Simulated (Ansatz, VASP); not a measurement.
## Zn10In18O37 (partly crystallised 47In2O3-53ZnO (mol %)) in two plane-wave programs

One calculation is typed for both programs; each brings its own data sets. How far apart do they land? The cell is taken from a series of runs on this material, whose earlier steps may have relaxed, scaled, displaced or heated it; both programs get it as it stands.

Method: plane waves, with VASP 6.6.1 beside it; single point at PBE, in Ansatz 0.2.0.

### Step 1. Set-up

The cell holds 65 atoms: 18 In, 10 Zn and 37 O. Its edges and angles: a = 9.790 Å, b = 9.557 Å, c = 9.476 Å, α = 89.7°, β = 88.3°, γ = 84.9°. As first built, before any earlier steps moved the atoms (in the runner's words): 65 atoms (18 Sc, 10 Zn, 37 O) placed at random at 4.13 g/cm^3, melted at 5000 K for 10 ps at fixed volume with the Morse and Coulomb pair potential with partial charges (Pedone, Malavasi, Menziani, Cormack and Segre, J. Phys. Chem. B 110, 11780 (2006)). Quenched from 5000 K to 300 K at 300 K/ps and fixed volume, held 10 ps at zero pressure, then minimised at fixed cell. Then Sc was replaced by In and the cell scaled by 1.027 (the potential has no terms for the new elements, so the cell is a start for a DFT relaxation).

### Step 2. VASP: single point, PBE

With cell and atoms fixed, the geometry can't cause a difference; cores, projectors, grids and the points listed under the comparison can.

Lines of VASP's logs that name or quote its potential files are left out, and so is its time.

The input, INCAR:

```
SYSTEM = Zn10In18O37
PREC = Accurate
ENCUT = 600
EDIFF = 1E-06
NELM = 120
ISMEAR = -1
SIGMA = 0.025
LREAL = Auto
ALGO = Normal
GGA = PE
NBANDS = 336
LORBIT = 11
LWAVE = .FALSE.
LCHARG = .FALSE.
ISIF = 2
LASPH = .TRUE.
GGA_COMPAT = .FALSE.
EFERMI = MIDGAP
KPAR = 8
```

The input, POSCAR:

```
Zn10In18O37
1.0
    9.7795100000      0.4305800000      0.1395900000
    0.4305800000      9.5468600000      0.0176800000
    0.1395900000      0.0176800000      9.4753000000
In Zn O
18 10 37
Direct
    0.7873000000      0.5587100000      0.3163500000
    0.0492900000      0.0784300000      0.1847800000
    0.2933700000      0.5468600000      0.9185700000
    0.2648200000      0.9133100000      0.4784500000
    0.6025600000      0.9050400000      0.4672100000
    0.9485400000      0.5813200000      0.9797900000
    0.7584900000      0.0629500000      0.7123300000
    0.9372200000      0.8788300000      0.4518600000
    0.2416900000      0.5420200000      0.4759900000
    0.3961400000      0.2469800000      0.5873400000
    0.9686400000      0.2524300000      0.4625600000
    0.1379000000      0.7287400000      0.2039400000
    0.0652400000      0.3719200000      0.7412200000
    0.4199400000      0.0674800000      0.2002800000
    0.0968500000      0.8797100000      0.8215400000
    0.7650900000      0.9239300000      0.0908100000
    0.6232700000      0.5755900000      0.9670600000
    0.4707500000      0.6729400000      0.6731000000
    0.1380900000      0.3872100000      0.1817600000
    0.4477900000      0.9158700000      0.8348400000
    0.2353400000      0.1644900000      0.9390300000
    0.7953200000      0.2465200000      0.0399100000
    0.4603100000      0.4195800000      0.2318300000
    0.6990400000      0.2037200000      0.3361600000
    0.7123100000      0.3814900000      0.6467700000
    0.5350200000      0.2275400000      0.9163100000
    0.4691800000      0.7405900000      0.2467500000
    0.8083400000      0.7027000000      0.6933600000
    0.2350800000      0.1864700000      0.1549800000
    0.8206500000      0.1099000000      0.1840800000
    0.4270000000      0.0668900000      0.9644400000
    0.0759200000      0.0439100000      0.4306100000
    0.4460900000      0.7111300000      0.9051000000
    0.5924400000      0.9045600000      0.2343200000
    0.4171700000      0.0631300000      0.4509900000
    0.4703400000      0.4189300000      0.9818100000
    0.7968900000      0.4304600000      0.9861700000
    0.7609000000      0.3749100000      0.4360900000
    0.9706500000      0.5811300000      0.2040900000
    0.9208800000      0.8859500000      0.6905400000
    0.1321300000      0.7142200000      0.9737700000
    0.8909500000      0.2510000000      0.6788400000
    0.7603100000      0.0498100000      0.4799200000
    0.4477900000      0.7506500000      0.4666600000
    0.1295600000      0.4125400000      0.9596600000
    0.9663200000      0.5778100000      0.7565900000
    0.2439300000      0.2242800000      0.7415100000
    0.7202000000      0.0916800000      0.9284500000
    0.9639200000      0.8767100000      0.2187600000
    0.6605600000      0.5666100000      0.7244900000
    0.4233300000      0.4095300000      0.4467500000
    0.9848600000      0.2914200000      0.2480100000
    0.7812100000      0.7312200000      0.4655600000
    0.6070300000      0.8856300000      0.6941400000
    0.2668400000      0.5325300000      0.2266500000
    0.5953500000      0.5781400000      0.2054600000
    0.1327600000      0.7408600000      0.4432800000
    0.1111900000      0.3883100000      0.5214700000
    0.0718700000      0.0510600000      0.9571200000
    0.5831400000      0.2356600000      0.7025300000
    0.5508300000      0.2324200000      0.2073800000
    0.3017800000      0.8708800000      0.2353700000
    0.7728900000      0.7393300000      0.9732100000
    0.2824200000      0.8813900000      0.7045300000
    0.3075600000      0.5448400000      0.6940200000
```

The input, KPOINTS:

```
Automatic mesh
0
Gamma
2 2 2
0 0 0
```

PAW data sets: In_d, Zn and O (PBE family, release 64).

Launch:

```sh
> mpirun -np 8 vasp_std
```

Numbers of over 12 decimals in the logs are rounded to 6 here.

What it wrote:

```text
[banner, memory and clock lines left out]
running    8 mpi-ranks, on    1 nodes
[...]
|                                                                             |
|           W    W    AA    RRRRR   N    N  II  N    N   GGGG   !!!           |
|           W    W   A  A   R    R  NN   N  II  NN   N  G    G  !!!           |
|           W    W  A    A  R    R  N N  N  II  N N  N  G       !!!           |
|           W WW W  AAAAAA  RRRRR   N  N N  II  N  N N  G  GGG   !            |
|           WW  WW  A    A  R   R   N   NN  II  N   NN  G    G                |
|           W    W  A    A  R    R  N    N  II  N    N   GGGG   !!!           |
|                                                                             |
|     For optimal performance we recommend to set                             |
|       NCORE = 2 up to number-of-cores-per-socket                            |
|     NCORE specifies how many cores store one orbital (NPAR=cpu/NCORE).      |
|     This setting can greatly improve the performance of VASP for DFT.       |
|     The default, NCORE=1 might be grossly inefficient on modern             |
|     multi-core architectures or massively parallel machines. Do your        |
|     Unfortunately you need to use the default for GW and RPA                |
|     calculations (for HF NCORE is supported but not extensively tested      |
|     yet).                                                                   |
|                                                                             |

 LDA part: xc-table for (Slater+PW92), standard interpolation
 POSCAR, INCAR and KPOINTS ok, starting setup
[...]
entering main loop
       N       E                     dE             d eps       ncg     rms          rms(c)
DAV:   1     0.107024168874E+05    0.10702E+05   -0.25869E+05  5376   0.266E+03
DAV:   2     0.266635673419E+04   -0.80361E+04   -0.77551E+04  5376   0.797E+02
DAV:   3     0.117700790150E+03   -0.25487E+04   -0.23944E+04  5384   0.354E+02
DAV:   4    -0.366873621770E+03   -0.48457E+03   -0.47109E+03  7000   0.149E+02
[...]
DAV:  24    -0.331255175512E+03    0.74591E-05   -0.28934E-05  7320   0.516E-02    0.140E-02
DAV:  25    -0.331255177732E+03   -0.22198E-05   -0.12755E-05  5096   0.204E-02    0.210E-02
DAV:  26    -0.331255177802E+03   -0.70882E-07   -0.16316E-06  3224   0.441E-03
   1 F= -.33125518E+03 E0= -.33125498E+03  d E =-.390415E-03
```

From OUTCAR (step 2):

```text
  Total        2.0841072      2.4739196      2.0441174     -0.0280032     -0.0900633     -0.1304752
  in kB        3.7828164      4.4903561      3.7102318     -0.0508281     -0.1634719     -0.2368225
  external PRESSURE =       3.9944681 kB  Pullay stress =       0.0000000 kB

 POSITION                                       TOTAL-FORCE (eV/Angst)
 -----------------------------------------------------------------------------------
      7.98414      5.67851      3.11729         0.014576     -0.020998      0.012929
      0.54160      0.77325      1.75911        -0.021838     -0.012205     -0.001705
      3.23271      5.36336      8.75435         0.005246     -0.003688     -0.000768
      3.04985      8.84173      4.58657        -0.014017      0.011607      0.005842
      6.34765      8.90800      4.52707         0.001700      0.002018     -0.025444
      9.66333      5.97553      9.42649         0.017008     -0.004282      0.014408
      7.54420      0.94016      6.85653        -0.000320      0.009866      0.004982
      9.60703      8.80160      4.42787        -0.010336     -0.019082      0.008661
      2.66344      5.28707      4.55347        -0.005103      0.024977     -0.001145
      4.06239      2.53884      5.62489        -0.012606      0.005498      0.003356
      9.64608      2.83517      4.52257        -0.005897     -0.004049      0.016772
      1.69084      7.02016      1.96453        -0.001425      0.000131     -0.009793
      0.90162      3.59186      7.03896        -0.012336     -0.009430      0.001880
      4.16382      0.82858      1.95753        -0.000734     -0.011875      0.015500
[...]
-----------------------------------------------------------------------------------
    total drift:                               -0.021831     -0.034921      0.023671

  FREE ENERGIE OF THE ION-ELECTRON SYSTEM (eV)
  ---------------------------------------------------
  free  energy   TOTEN  =      -331.2551778024 eV

  energy  without entropy=     -331.2547873871  energy(sigma->0) =     -331.25498259

[... 2 further parts left out ...]
```

The run ends at a pressure of 0.40 GPa, with forces up to 0.089 eV/Å.

### Step 3. Ansatz: single point, PBE

Ansatz runs on its PAW soft_1 files.

The same cell, functional, mesh and smearing now go to Ansatz, which takes its cutoff from its data sets.

The input, input.yaml:

```yaml
crystal:
  lattice:
    - [9.77951, 0.43058, 0.13959]
    - [0.43058, 9.54686, 0.01768]
    - [0.13959, 0.01768, 9.4753]
  atoms:
    - { symbol: In, position: [0.7873, 0.55871, 0.31635] }
    - { symbol: In, position: [0.04929, 0.07843, 0.18478] }
    - { symbol: In, position: [0.29337, 0.54686, 0.91857] }
    - { symbol: In, position: [0.26482, 0.91331, 0.47845] }
    - { symbol: In, position: [0.60256, 0.90504, 0.46721] }
    - { symbol: In, position: [0.94854, 0.58132, 0.97979] }
    - { symbol: In, position: [0.75849, 0.06295, 0.71233] }
    - { symbol: In, position: [0.93722, 0.87883, 0.45186] }
    - { symbol: In, position: [0.24169, 0.54202, 0.47599] }
    - { symbol: In, position: [0.39614, 0.24698, 0.58734] }
    - { symbol: In, position: [0.96864, 0.25243, 0.46256] }
    - { symbol: In, position: [0.1379, 0.72874, 0.20394] }
    - { symbol: In, position: [0.06524, 0.37192, 0.74122] }
    - { symbol: In, position: [0.41994, 0.06748, 0.20028] }
    - { symbol: In, position: [0.09685, 0.87971, 0.82154] }
    - { symbol: In, position: [0.76509, 0.92393, 0.09081] }
    - { symbol: In, position: [0.62327, 0.57559, 0.96706] }
    - { symbol: In, position: [0.47075, 0.67294, 0.6731] }
    - { symbol: Zn, position: [0.13809, 0.38721, 0.18176] }
    - { symbol: Zn, position: [0.44779, 0.91587, 0.83484] }
    - { symbol: Zn, position: [0.23534, 0.16449, 0.93903] }
    - { symbol: Zn, position: [0.79532, 0.24652, 0.03991] }
    - { symbol: Zn, position: [0.46031, 0.41958, 0.23183] }
    - { symbol: Zn, position: [0.69904, 0.20372, 0.33616] }
    - { symbol: Zn, position: [0.71231, 0.38149, 0.64677] }
    - { symbol: Zn, position: [0.53502, 0.22754, 0.91631] }
    - { symbol: Zn, position: [0.46918, 0.74059, 0.24675] }
    - { symbol: Zn, position: [0.80834, 0.7027, 0.69336] }
    - { symbol: O, position: [0.23508, 0.18647, 0.15498] }
    - { symbol: O, position: [0.82065, 0.1099, 0.18408] }
    - { symbol: O, position: [0.427, 0.06689, 0.96444] }
    - { symbol: O, position: [0.07592, 0.04391, 0.43061] }
    - { symbol: O, position: [0.44609, 0.71113, 0.9051] }
    - { symbol: O, position: [0.59244, 0.90456, 0.23432] }
    - { symbol: O, position: [0.41717, 0.06313, 0.45099] }
    - { symbol: O, position: [0.47034, 0.41893, 0.98181] }
    - { symbol: O, position: [0.79689, 0.43046, 0.98617] }
    - { symbol: O, position: [0.7609, 0.37491, 0.43609] }
    - { symbol: O, position: [0.97065, 0.58113, 0.20409] }
    - { symbol: O, position: [0.92088, 0.88595, 0.69054] }
    - { symbol: O, position: [0.13213, 0.71422, 0.97377] }
    - { symbol: O, position: [0.89095, 0.251, 0.67884] }
    - { symbol: O, position: [0.76031, 0.04981, 0.47992] }
    - { symbol: O, position: [0.44779, 0.75065, 0.46666] }
    - { symbol: O, position: [0.12956, 0.41254, 0.95966] }
    - { symbol: O, position: [0.96632, 0.57781, 0.75659] }
    - { symbol: O, position: [0.24393, 0.22428, 0.74151] }
    - { symbol: O, position: [0.7202, 0.09168, 0.92845] }
    - { symbol: O, position: [0.96392, 0.87671, 0.21876] }
    - { symbol: O, position: [0.66056, 0.56661, 0.72449] }
    - { symbol: O, position: [0.42333, 0.40953, 0.44675] }
    - { symbol: O, position: [0.98486, 0.29142, 0.24801] }
    - { symbol: O, position: [0.78121, 0.73122, 0.46556] }
    - { symbol: O, position: [0.60703, 0.88563, 0.69414] }
    - { symbol: O, position: [0.26684, 0.53253, 0.22665] }
    - { symbol: O, position: [0.59535, 0.57814, 0.20546] }
    - { symbol: O, position: [0.13276, 0.74086, 0.44328] }
    - { symbol: O, position: [0.11119, 0.38831, 0.52147] }
    - { symbol: O, position: [0.07187, 0.05106, 0.95712] }
    - { symbol: O, position: [0.58314, 0.23566, 0.70253] }
    - { symbol: O, position: [0.55083, 0.23242, 0.20738] }
    - { symbol: O, position: [0.30178, 0.87088, 0.23537] }
    - { symbol: O, position: [0.77289, 0.73933, 0.97321] }
    - { symbol: O, position: [0.28242, 0.88139, 0.70453] }
    - { symbol: O, position: [0.30756, 0.54484, 0.69402] }
kpoints:
  mp_grid: { grid: [2, 2, 2] }
hamiltonian:
  xc: pbe
  pseudopotentials: { kind: paw, azcp: { folder: soft_1 } }
scf:
  occupations: { method: fermi_dirac, width: 0.025 }
output:
  forces: true
  stress: true
  populations: intrinsic
  dos:
    method: { smearing: { sigma: 0.08 } }
    de: 0.1
    projected: { site_lists: { In: [In], O: [O], Zn: [Zn] } }
  eigenvalues: true
  write_density: true
  write_potential: true
  volumetric_format: npy
  elf: true
```

Launch:

```sh
> ansatz run input.yaml --threads 16 --pin off --max-ram 31232MiB --backend cpu --events-out ev --progress --plain --runs-dir out
```

What it wrote:

```text
Engine: ansatz 0.2.0, aarch64-unknown-linux-gnu
Pseudopotentials: kind: paw
Pseudopotential: In, paw, valence charge 13, recommended cutoff 420 eV (normal), soft_1/In.paw.azcp
Pseudopotential: Zn, paw, valence charge 12, recommended cutoff 420 eV (normal), soft_1/Zn.paw.azcp
Pseudopotential: O, paw, valence charge 6, recommended cutoff 420 eV (normal), soft_1/O.paw.azcp
Functional definition: PBE
  parameter kappa = 0.804
  parameter beta = 0.066725
  exchange = pbe_x(kappa = kappa, mu = beta*pi^2/3)
  correlation = pbe_c(beta = beta)
Crystal: 65 atoms, lattice volume = 882.705 Å³
Basis set: ecut = 420 eV, 17245 PW (Γ), exchange–correlation on 144×128×128 points (8 copies of the dense FFT grid, shifted against one another)
Bands: 353, of which v1, the nominal top of the filled ones, is band 288 counted from 1 (287 counted from 0)
Symmetry: 1 space group operations
Space group: P1 (ITA 1), of the structure as read, at distance tolerance 9.6e-5 Å
k-points: 8
Non-local potential: In, projectors of the file, l = 0: 2, l = 1: 2, l = 2: 2, l = 3: 1
Non-local potential: Zn, projectors of the file, l = 0: 2, l = 1: 2, l = 2: 3, l = 3: 1
Non-local potential: O, projectors of the file, l = 0: 2, l = 1: 2, l = 2: 1
PAW form: soft (Blöchl's): semilocal exchange-correlation on the pseudo side does not see the compensation charge
PAW one-centre angular grid: In, 590 points (default); XC on 64 Gauss nodes
PAW one-centre angular grid: Zn, 590 points (default); XC on 64 Gauss nodes
PAW one-centre angular grid: O, 110 points (default); XC on 64 Gauss nodes
Initial density: superposition of atomic densities (chi_scale 0.1, normalization cell, long waves kept (reshape's long-wave potential 0.23 eV rms))
Initial wavefunctions: pseudopotential atomic-orbital guess
Functional: x = pbe(κ = 0.804, μ = 0.219515), c = pbe(β = 0.066725)
SCF iter   1: F=—  HF=-154955.814367 eV  |F-HF|=—  |Δ(HF+E_count)|=         —  Δρ=7.70e-2  dr2=3.40e1  ethr=3.10e-3  ⟨swp⟩=6.0  Hψ=10612  notcnv=0  defer=19
preconditioner: auto → Resta (q_TF=auto, 2.541 Å⁻¹)  ε∞=4.8  [insulator: Δε(μ)=0.747 eV  Ē_g=15.321 eV  σ=0.025 eV  W_gap=1.00  n_scr=248 (ndim 8)  ℏωp=30.0 eV  f_vac=0.016  D(μ)=0.00/eV (n_scr^D=0)  ε∞_Penn≈4.8]
SCF iter   2: F=—  HF=-154947.796746 eV  |F-HF|=—  |Δ(HF+E_count)|=    8.02e0  Δρ=2.94e-2  dr2=5.95e0  ethr=3.10e-3  ⟨swp⟩=2.0  Hψ=4584  notcnv=0  defer=472
SCF iter   3: F=—  HF=-154946.429966 eV  |F-HF|=—  |Δ(HF+E_count)|=    1.37e0  Δρ=1.57e-2  dr2=1.73e0  ethr=1.03e-3  ⟨swp⟩=2.0  Hψ=4580  notcnv=0  defer=476
SCF iter   4: F=—  HF=-154946.123938 eV  |F-HF|=—  |Δ(HF+E_count)|=   3.06e-1  Δρ=5.65e-3  dr2=1.99e-1  ethr=3.01e-4  ⟨swp⟩=3.0  Hψ=3700  notcnv=0  defer=476
SCF iter   5: F=—  HF=-154946.214456 eV  |F-HF|=—  |Δ(HF+E_count)|=   9.05e-2  Δρ=3.01e-3  dr2=6.00e-2  ethr=3.45e-5  ⟨swp⟩=2.0  Hψ=4579  notcnv=0  defer=477
SCF iter   6: F=—  HF=-154946.215382 eV  |F-HF|=—  |Δ(HF+E_count)|=   9.26e-4  Δρ=1.30e-3  dr2=1.26e-2  ethr=1.04e-5  ⟨swp⟩=2.0  Hψ=4683  notcnv=0  defer=477
SCF iter   7: F=—  HF=-154946.216315 eV  |F-HF|=—  |Δ(HF+E_count)|=   9.33e-4  Δρ=4.85e-4  dr2=2.13e-3  ethr=2.18e-6  ⟨swp⟩=2.0  Hψ=3635  notcnv=0  defer=477
SCF iter   8: F=—  HF=-154946.218453 eV  |F-HF|=—  |Δ(HF+E_count)|=   2.14e-3  Δρ=4.54e-4  dr2=1.57e-3  ethr=3.69e-7  ⟨swp⟩=2.0  Hψ=4649  notcnv=0  defer=477
SCF iter   9: F=—  HF=-154946.218483 eV  |F-HF|=—  |Δ(HF+E_count)|=   2.96e-5  Δρ=9.74e-5  dr2=6.49e-5  ethr=2.73e-7  ⟨swp⟩=2.0  Hψ=4470  notcnv=0  defer=477
SCF iter  10: F=—  HF=-154946.219551 eV  |F-HF|=—  |Δ(HF+E_count)|=   1.07e-3  Δρ=6.83e-5  dr2=3.38e-5  ethr=1.13e-8  ⟨swp⟩=2.0  Hψ=4651  notcnv=0  defer=477
SCF iter  11: F=—  HF=-154946.219560 eV  |F-HF|=—  |Δ(HF+E_count)|=   9.36e-6  Δρ=3.06e-5  dr2=6.86e-6  ethr=5.87e-9  ⟨swp⟩=2.0  Hψ=4590  notcnv=0  defer=477
SCF iter  12: F=—  HF=-154946.219563 eV  |F-HF|=—  |Δ(HF+E_count)|=   3.05e-6  Δρ=1.68e-5  dr2=1.56e-6  ethr=1.19e-9  ⟨swp⟩=2.0  Hψ=3736  notcnv=0  defer=477
SCF iter  13: F=—  HF=-154946.219564 eV  |F-HF|=—  |Δ(HF+E_count)|=   9.16e-7  Δρ=5.24e-6  dr2=2.50e-7  ethr=2.72e-10  ⟨swp⟩=2.0  Hψ=3636  notcnv=0  defer=477
SCF iter  14: F=-154946.219565 eV  HF=-154946.219565 eV  |F-HF|=2.05e-8  |Δ(HF+E_count)|=   4.26e-7  Δρ=2.99e-6  dr2=7.00e-8  ethr=1.74e-11  ⟨swp⟩=15.8  Hψ=24051  notcnv=0
SCF 1 converged in 14 iterations: F = -154946.219565 eV  dr2 = 7.00e-8
  greatest PAW one-centre occupation: 0.991 electrons in one spin orbital (limit 2), on the Zn atom at site 27 (counted from 0), in its partial waves of l = 2
SCF converged after 14 iterations
Free energy (F): -154946.219565 eV
Harris-Foulkes:  -154946.219565 eV  (|F-HF|=2.05e-8)
Internal energy: -154946.219297 eV  (E = F + TS)
E sigma→0 (E₀):  -154946.219431 eV
Entropy (-TS):   -0.000268 eV (-0.004 meV/atom)
Fermi energy:    7.902471 eV
--- Per-component energies (eV) ---
  E_band       = -172.870568
[...]
k-point 2: bands = [... 284 lower, 7.3926, 7.4403, 7.5855, 7.6987, 9.2600, 9.4854, 10.9714, 11.2155, ... 61 higher]
  k-point 7: bands = [... 284 lower, 7.4117, 7.4806, 7.6617, 7.6897, 10.3412, 10.4400, 10.5065, 10.6030, ... 61 higher]
--- intrinsic populations: 65 sites ---
  site symbol       q [e]
     0     In     11.8811
     1     In     11.9500
     2     In     11.9209
     3     In     11.8844
     4     In     11.9516
     5     In     11.9315
     6     In     11.9513
     7     In     11.8950
     8     In     11.9031
     9     In     11.9113
    10     In     11.9356
    11     In     11.9145
    12     In     11.9008
    13     In     11.9546
    14     In     11.8766
    15     In     11.8903
    16     In     11.9564
    17     In     11.9498
    18     Zn     10.5088
    19     Zn     10.5203
    20     Zn     10.5233
    21     Zn     10.5564
    22     Zn     10.5256
    23     Zn     10.5207
[...]
57      O      6.8201
    58      O      6.9492
    59      O      7.0392
    60      O      7.1482
    61      O      6.9061
    62      O      6.8239
    63      O      6.8919
    64      O      6.8019
  spilling = 0.000000 (of n_electrons = 576.000000)
```

### Step 4. Side by side

Known differences besides the potentials themselves: the cutoff is 420 eV in Ansatz and 600 eV in VASP (PREC = Accurate, projectors in real space). Total energies have different zeros and are not compared.

Compared:

| quantity | Ansatz | VASP | difference |
| --- | --- | --- | --- |
| pressure (GPa) | 0.00 | 0.40 | -0.40 |
| gap on the k mesh (eV) | 0.330 | 0.309 | +0.021 |

At this near-relaxed geometry the largest component of a force difference is 78 meV/Å. A gap on the mesh is an upper bound, since the band edges may lie between its points. VASP's last cycles still show a density residual of 2e-03, so its state may not be settled.

### Step 5. What came out

```yaml
r_m_s_force_difference_single_point_pbe: 19 meV/Å
```

What this shows: The r.m.s. force difference is 19 meV/Å (single point, PBE), beyond the 12 meV/Å picked in this series as the mark of a large difference. What causes the difference of the single point, PBE pair stays open here. How closely two codes agree says nothing of how well the functional describes the real material.

[Lines on the potential files, build, host, timing and source positions are cut from VASP's logs without a mark.]

[Logs are printed without paths, hosts, clocks, repeated set-up lines and the standing remarks that a program may print on its own settings, such as how far it seeks lower states.]

[Hosts, paths, dates, database ids (printed as entryN), source tags and the programs' standing remarks are cut or masked in the printed files.]
